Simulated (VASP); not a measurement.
Write the native input for VASP 6.6.1 that does the following.

```
Task                   : single point
Functional             : PBEsol
Potentials or basis    : VASP PAW PBE potentials, release 64 (Na_pv, Au, O)
Cutoff                 : 520 eV
k mesh                 : 1 × 1 × 2
Occupations            : fermi-dirac, width 0.05 eV
Spin                   : no spin polarisation
Dipole correction      : no
Further INCAR settings : LREAL = Auto; ALGO = Fast; EDIFF = 1e-06; NBANDS = 116
```

The structure of Na11Au4O12 (a cell with a defect) lies in POSCAR:

```
Na11Au4O12
1.0
    9.4310460000      0.0000000000      0.0000000000
    0.0000000000      9.4310460000      0.0000000000
    0.0000000000      0.0000000000      4.5537920000
Na Au O
11 4 12
Direct
    0.1482338226      0.6185316030     -0.0315780782
    0.8360260357      0.6865622329      0.4654801976
    0.3847399323      0.6586756124      0.4506793459
    0.8569463027      0.8541788472      0.0063902787
    0.4016415570      0.8966661810     -0.0124950810
    0.6447323022      0.8447843431      0.5891134246
    0.4170693261      0.1488170029      0.5570302728
    0.1412462626      0.1672348963     -0.1049235450
    0.6336412737      0.3154157026      0.4853317850
    0.1295190374      0.3822905752      0.4240861243
    0.8950862927      0.3665553110      0.0703369851
    0.6198782192      0.6242361664      0.0084105730
    0.1114298456      0.8846738739      0.4983099799
    0.8835181167      0.0995541746      0.4938960761
    0.3752181889      0.3845278668      0.0002415569
    0.4022247373      0.6116076626     -0.0202688221
    0.8261649874      0.6006014603     -0.0294040659
    0.1400056791      0.6753333618      0.4844314365
    0.6248087434      0.8310212886      0.1137293930
    0.3253403705      0.9138646975      0.5516501412
    0.8937926928      0.8841119002      0.4380305468
    0.0935739259      0.0992784894      0.4458482074
    0.6691198410      0.0829812515      0.5197426672
    0.3595995609      0.1804253738      0.0855770312
    0.8908979980      0.3099232047      0.5524626509
    0.1485519210      0.3927666136     -0.0725988363
    0.5922036644      0.4094031563      0.0647372563
```

The input as run:

INCAR

```
PREC = Accurate ; ENCUT = 520
EDIFF = 1E-6 ; ISMEAR = -1
SIGMA = 0.05 ; LREAL = Auto
LASPH = True ; NELM = 80
ALGO = Fast ; ISIF = 2
LWAVE = False ; LCHARG = True
GGA = PS ; LELF = True
LVHAR = True ; NBANDS = 116
```

KPOINTS

```
regular mesh
0
Gamma
  1 1 2
```

Potentials or basis: VASP PAW PBE potentials, release 64 (Na_pv, Au, O).

The run is started by

```bash
$ cat potpaw_PBE.64/Na_pv/POTCAR potpaw_PBE.64/Au/POTCAR potpaw_PBE.64/O/POTCAR > POTCAR
$ mpirun -np 1 vasp_std > vasp.out
```

It gave:

```
Pressure               : -0.2 GPa
Largest force          : 3.135 eV/Å
Band gap on the k mesh : none (metal or under the smearing width)
```

Caveat: the k mesh is coarse (spacing up to 0.69 Å⁻¹), so the values aren't converged; the PAW data sets were made with another functional, which shifts forces and pressure a little; an odd number of electrons without spin polarisation forces a metal; a magnetic or distorted state may lie lower.

It took 2.9 min on 1 thread of Intel(R) Xeon(R) 6975P-C (Granite Rapids), on a shared host, peak memory 0.44 GiB.
